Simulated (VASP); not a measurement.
Level of theory: LDA (Ceperley-Alder, Perdew-Zunger), VASP's LDA PAW potentials (set 64) (plane waves; VASP).

Input for VASP

File KPOINTS:
```
Automatic mesh
0
Gamma
6 6 6
0 0 0
```

**INCAR**
```
SYSTEM = PbTe
PREC = Accurate
ENCUT = 300
EDIFF = 1E-8
NELM = 100
ALGO = Normal
LREAL = .FALSE.
LASPH = .TRUE.
ISMEAR = -1
SIGMA = 0.01
LMAXMIX = 4
LWAVE = .FALSE.
LCHARG = .FALSE.
ISIF = 2
LEPSILON = .TRUE.
IBRION = 8
NSW = 1
```

POSCAR:
```
PbTe
1
    0.0000000000     3.2300000000     3.2300000000
    3.2300000000     0.0000000000     3.2300000000
    3.2300000000     3.2300000000     0.0000000000
Te Pb
1 1
Direct
  0.5000000000   0.5000000000   0.5000000000
  0.0000000000   0.0000000000   0.0000000000
```

POTCAR, in this order: Te Pb_d (LDA.64 set). Program: vasp_std.

Q: What will the output report for the number of irreducible k-points (NKPTS), largest plane-wave count, number of space-group operations, FFT grid (NGX, NGY, NGZ)?

A: 
```yaml
number of irreducible k-points (NKPTS): 16
largest_plane_wave_count: 821
number_of_space_group_operations: 48
FFT grid (NGX, NGY, NGZ): 28 × 28 × 28
```

The structure is a typed PbTe crystal (Fm-3m). The cell was not relaxed at this level. The run is one of a series of settings (EDIFF = 1E-8, GGA removed, IBRION = 8, LEPSILON = .TRUE., NSW = 1, POTCAR Te Pb_d (LDA.64 set) against the base run), some of them coarse on purpose.
